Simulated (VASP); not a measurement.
Consider the following.

```yaml
crystal:
  lattice:
    - [0.00000, 2.69851, 2.69851]
    - [2.69851, 0.00000, 2.69851]
    - [2.69851, 2.69851, 0.00000]
  atoms:
    - { symbol: Si, position: [0.25000, 0.25000, 0.25000] }
    - { symbol: Si, position: [0.74537, 0.74537, 0.75463] }
    - { symbol: Ni, position: [0.00000, 0.00000, 0.00000] }
```

Method: PBEsol GGA, VASP's PBE PAW potentials (set 64) (plane waves; VASP). Run with 480 eV cut-off, 10×10×10 Γ-centred mesh, first-order Methfessel-Paxton smearing of 0.10 eV, potentials Si Ni.

Question: What does the run give for the energy per atom (σ→0), largest force, band gap (on the k-mesh) with the smallest direct gap where there is one?

Answer: 
- band gap (on the k-mesh): none (metal, semimetal or under 0.01 eV)
- energy per atom (σ→0): -6.326 eV/atom
- largest force: 0.211 eV/Å

Total energies compare only between runs with the same potentials, cut-off and functional.

The compound is NiSi2 in the fluorite structure. This cell was strained or had an atom moved on purpose. The run is not spin-polarised, so no magnetic state was tried.
